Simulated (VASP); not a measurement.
A convergence study with VASP on Au (fcc): one setting is varied, all else stays as given below, so the limit is that of these other settings.

```yaml
crystal:
  lattice:
    - [0.00000, 2.04000, 2.04000]
    - [2.04000, 0.00000, 2.04000]
    - [2.04000, 2.04000, 0.00000]
  atoms:
    - { symbol: Au, position: [0.00000, 0.00000, 0.00000] }
```

Method: PBEsol GGA, VASP's PBE PAW potentials (set 64) (plane waves; VASP). The tightest run used: 550 eV cut-off, 25×25×25 Γ-centred mesh, tetrahedra with Blöchl corrections, potentials Au.

```csv
setting,E (eV/atom),pressure (GPa),irreducible k-points
3×3×3 mesh,-4.3609,-6.14,4
4×4×4 mesh,-3.7462,0.87,8
5×5×5 mesh,-3.9779,-0.11,10
6×6×6 mesh,-3.9029,-0.21,16
7×7×7 mesh,-3.9390,-0.24,20
8×8×8 mesh,-3.9263,-0.08,29
```

Question: These are the cheaper rows. Estimate the results at 25×25×25 mesh, and how far the last row shown lies from them.

Answer: 
```json
[
 {"quantity": "E (eV/atom)", "tightest run": "-3.9236", "last row shown is off by": "-0.0027"},
 {"quantity": "pressure (GPa)", "tightest run": "0.07", "last row shown is off by": "-0.15"}
]
```

Left out are rungs that failed or repeat a setting and relaxations that didn't move; long series are thinned to 24 rows.

The compound is Au in the fcc structure. The cell was not relaxed at this level.
